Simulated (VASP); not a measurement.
## Pt: elastic constants with PBEsol

Crystal: Pt.

```
Pt
1.0
     0.00000    1.97158    1.97158
     1.97158    0.00000    1.97158
     1.97158    1.97158    0.00000
Pt
1
Direct
  0.00000 0.00000 0.00000
```

- Program: VASP 6.6.1
- Task: elastic constants
- Functional: PBEsol
- Potentials or basis: VASP PAW PBE potentials, release 64 (Pt)
- Cutoff: 600 eV
- k mesh: 18 × 18 × 18
- Occupations: gaussian, width 0.1 eV
- Spin: no spin polarisation
- Ions in elastic constants: relaxed
- Further INCAR settings: ALGO = Normal; EDIFF = 1e-08; IBRION = 6; POTIM = 0.015; NSW = 1; ISIF = 3

```json
{
 "Relaxed volume": "15.02 Å³/atom",
 "Relaxed cell": "a = 2.769 Å, b = 2.769 Å, c = 2.769 Å, α = 60.00°, β = 60.00°, γ = 60.00°",
 "Space group after relaxing (to 0.05 Å)": "Fm-3m (No. 225)",
 "Elastic constants C11, C12, C44": "358, 256, 74 GPa",
 "Voigt bulk modulus": "290 GPa"
}
```

The path:
| step | energy change (eV) | largest force (eV/Å) | pressure (GPa) | volume (Å³) |
| --- | --- | --- | --- | --- |
| 1 | 0.0000 | 0.0000 | -5.56 | 15.33 |
| 2 | 0.0427 | 0.0000 | 19.50 | 14.18 |
| 3 | -0.0055 | 0.0000 | -0.13 | 15.03 |
| 4 | -0.0055 | 0.0000 | -0.01 | 15.02 |

Final structure:
```cif
data_structure
_symmetry_space_group_name_H-M 'P 1'
_symmetry_Int_Tables_number 1
_cell_length_a 2.7695
_cell_length_b 2.7695
_cell_length_c 2.7695
_cell_angle_alpha 60.000
_cell_angle_beta 60.000
_cell_angle_gamma 60.000
_cell_volume 15.02
loop_
_atom_site_label
_atom_site_type_symbol
_atom_site_fract_x
_atom_site_fract_y
_atom_site_fract_z
_atom_site_occupancy
Pt1 Pt 0.00000 0.00000 0.00000 1
```

Elastic tensor in Voigt notation (GPa, in the Cartesian axes of the cell as first typed):
```
358 256 256   0   0   0
256 358 256   0   0   0
256 256 358   0   0   0
  0   0   0  74   0   0
  0   0   0   0  74   0
  0   0   0   0   0  74
```

Clamped-ion elastic tensor (GPa):
```
358 256 256   0   0   0
256 358 256   0   0   0
256 256 358   0   0   0
  0   0   0  74   0   0
  0   0   0   0  74   0
  0   0   0   0   0  74
```

Wall time 7.1 min on 1 thread of Intel(R) Xeon(R) 6975P-C (Granite Rapids) (shared host), peak memory 0.6 GiB.

Caveat: the PAW data sets were made with another functional, which shifts forces and pressure a little. The run has no spin-orbit coupling, so splittings on Pt are missing.
